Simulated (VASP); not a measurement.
Given:

```
CSi
1.0
    1.57080    -2.72071     0.00000
    1.57080     2.72071     0.00000
    0.00000     0.00000     5.15100
Si C
2 2
Direct
  0.66667   0.33333   0.50000
  0.33333   0.66667   0.00000
  0.66667   0.33333   0.87500
  0.33333   0.66667   0.37500
```

Calculation: PBE GGA, VASP's PBE PAW potentials (set 64) (plane waves; VASP). Numerical set-up: 520 eV cut-off, 7×7×4 Γ-centred mesh, Gaussian smearing of 0.050 eV, potentials Si C.

**Question.** Give the stress tensor in GPa (positive for a compressed cell).

**Answer.** 
```
-9.45   0.00   0.00
 0.00  -9.45   0.00
 0.00   0.00  -8.55
```
The pressure is its mean diagonal, -9.15 GPa.

The compound is SiC in the wurtzite structure, the rare 2H polytype. The cell was not relaxed at this level.
